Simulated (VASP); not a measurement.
Wanted: the native input for a VASP 6.6.1 run.

```yaml
Task: relaxation of cell and atoms
Functional: LDA
Potentials_or_basis: VASP PAW LDA potentials, release 64 (K_sv, Mg, F)
Cutoff: 600 eV
k_mesh: 8 × 8 × 8
Occupations: gaussian, width 0.03 eV
Spin: no spin polarisation
Further_INCAR_settings: ALGO = Normal; EDIFF = 1e-06; IBRION = 2; EDIFFG = -0.01; NSW = 90; ISIF = 3
```

The structure of KMgF3 lies in POSCAR:

```
KMgF3
1.0
    3.9859000000      0.0000000000      0.0000000000
    0.0000000000      3.9859000000      0.0000000000
    0.0000000000      0.0000000000      3.9859000000
K Mg F
1 1 3
Direct
    0.5000000000      0.5000000000      0.5000000000
    0.0000000000      0.0000000000      0.0000000000
    0.5000000000      0.0000000000      0.0000000000
    0.0000000000      0.5000000000      0.0000000000
    0.0000000000      0.0000000000      0.5000000000
```

These files were run (other wordings do the same):

INCAR

```
PREC = Accurate
ENCUT = 600
EDIFF = 1E-6
ISMEAR = 0
SIGMA = 0.03
LREAL = False
LASPH = True
NELM = 80
ALGO = Normal
ISIF = 3
LWAVE = False
LCHARG = False
IBRION = 2
NSW = 90
EDIFFG = -0.01
```

KPOINTS

```
Automatic mesh
0
Gamma
  8 8 8
```

Potentials or basis: VASP PAW LDA potentials, release 64 (K_sv, Mg, F).

Command:

```console
$ cat potpaw_LDA.64/K_sv/POTCAR potpaw_LDA.64/Mg/POTCAR potpaw_LDA.64/F/POTCAR > POTCAR
$ mpirun -np 1 vasp_std > vasp.out
```

Results of the run:

```yaml
Relaxed_volume: 11.80 Å³/atom
Relaxed_cell: a = 3.893 Å, b = 3.893 Å, c = 3.893 Å, α = 90.00°, β = 90.00°, γ = 90.00°
Space_group_after_relaxing_to_0.05_Å: Pm-3m (No. 221)
Energy_gained_by_relaxing: 15.5 meV/atom
Ionic_steps: 3
Pressure_after_relaxing: 0.0 GPa
Band_gap_on_the_k_mesh: 7.52 eV, indirect (least direct gap 7.84 eV)
```

Wall time 29 s on 1 thread of Intel(R) Xeon(R) 6975P-C (Granite Rapids) (shared host), peak memory 0.19 GiB.
